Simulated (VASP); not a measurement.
Output of a VASP run:

OSZICAR:
```
       N       E                     dE             d eps       ncg     rms          rms(c)
DAV:   1     0.467855139975E+02    0.46786E+02   -0.50117E+03   864   0.854E+02
DAV:   2    -0.180277135522E+02   -0.64813E+02   -0.60798E+02   844   0.207E+02
DAV:   3    -0.206399221599E+02   -0.26122E+01   -0.25585E+01  1144   0.465E+01
DAV:   4    -0.206857235777E+02   -0.45801E-01   -0.45764E-01   980   0.628E+00
DAV:   5    -0.206869895217E+02   -0.12659E-02   -0.12658E-02  1116   0.102E+00    0.147E+01
DAV:   6    -0.239804701879E+02   -0.32935E+01   -0.38469E+01  1036   0.127E+02    0.170E+01
DAV:   7    -0.193058055030E+02    0.46747E+01   -0.16567E+01  1108   0.995E+01    0.380E+00
DAV:   8    -0.193220577050E+02   -0.16252E-01   -0.95569E-01   968   0.763E+00    0.189E+00
DAV:   9    -0.192876797154E+02    0.34378E-01   -0.10428E-01  1068   0.661E+00    0.435E-01
DAV:  10    -0.192878133590E+02   -0.13364E-03   -0.56207E-03  1020   0.781E-01    0.629E-02
DAV:  11    -0.192877772142E+02    0.36145E-04   -0.28916E-04  1208   0.298E-01    0.352E-02
DAV:  12    -0.192877934663E+02   -0.16252E-04   -0.45802E-05   896   0.763E-02    0.190E-02
DAV:  13    -0.192877943812E+02   -0.91486E-06   -0.16684E-06   784   0.124E-02
   1 F= -.19287794E+02 E0= -.19254764E+02  d E =-.660607E-01
```

File OUTCAR:
```
------------------------ aborting loop because EDIFF is reached ----------------------------------------
  FORCE on cell =-STRESS in cart. coord.  units (eV):
  Direction    XX          YY          ZZ          XY          YZ          ZX
  --------------------------------------------------------------------------------------
  Total        1.5332627      1.5332627      1.5332627      0.0000000      0.0000000      0.0000000
  in kB       66.1079123     66.1079123     66.1079123      0.0000000      0.0000000      0.0000000
  external PRESSURE =      66.1079123 kB  Pullay stress =       0.0000000 kB
  volume of cell :       37.16
      direct lattice vectors                 reciprocal lattice vectors
     0.000000000  2.648589000  2.648589000    -0.188779762  0.188779762  0.188779762
     2.648589000  0.000000000  2.648589000     0.188779762 -0.188779762  0.188779762
     2.648589000  2.648589000  0.000000000     0.188779762  0.188779762 -0.188779762
 POSITION                                       TOTAL-FORCE (eV/Angst)
 -----------------------------------------------------------------------------------
      0.00000      0.00000      0.00000        -0.000000     -0.000000     -0.000000
      3.97288      3.97288      3.97288        -0.000000     -0.000000     -0.000000
      1.32429      1.32429      1.32429         0.000000      0.000000      0.000000
 -----------------------------------------------------------------------------------
    total drift:                               -0.000000      0.000000      0.000000
  FREE ENERGIE OF THE ION-ELECTRON SYSTEM (eV)
  ---------------------------------------------------
  free  energy   TOTEN  =       -19.2877943812 eV

  energy  without entropy=      -19.2217336882  energy(sigma->0) =      -19.25476403
```
(Selected blocks of OUTCAR.)

### POSCAR
```
CoSi2
1
    0.0000000000     2.6485890000     2.6485890000
    2.6485890000     0.0000000000     2.6485890000
    2.6485890000     2.6485890000     0.0000000000
Co Si
1 2
Direct
  0.0000000000   0.0000000000   0.0000000000
  0.7500000000   0.7500000000   0.7500000000
  0.2500000000   0.2500000000   0.2500000000
```

**Question.** Write an INCAR and KPOINTS that could have produced this output.

**Answer.** Several could match; the one computed here: the input of the run itself, PBE GGA, plane waves, VASP's PBE PAW potentials (set 64).

**INCAR**
```
SYSTEM = CoSi2
PREC = Accurate; ENCUT = 300; LREAL = .False.
LASPH = .True.
EDIFF = 1E-6; NELM = 100; ALGO = Normal
LMAXMIX = 4
ISMEAR = -1; SIGMA = 0.136
GGA = PE
ISIF = 2
LWAVE = .False.; LCHARG = .False.
```

KPOINTS:
```
kpoints
0
Gamma
  9 9 9
```

POTCAR, in this order: Co Si (PBE.64 set). Program: vasp_std.

At this cut-off the stress carries a Pulay error, which pulls relaxed volumes low.

The structure comes from a computed database's CoSi2 entry; how it stands against other phases isn't given here. The cell was not relaxed at this level, and its volume differs by -5.9 % from the start's. The run is not spin-polarised, so no magnetic state was tried. The electron count is odd and the run is not spin-polarised, which forces a metal.
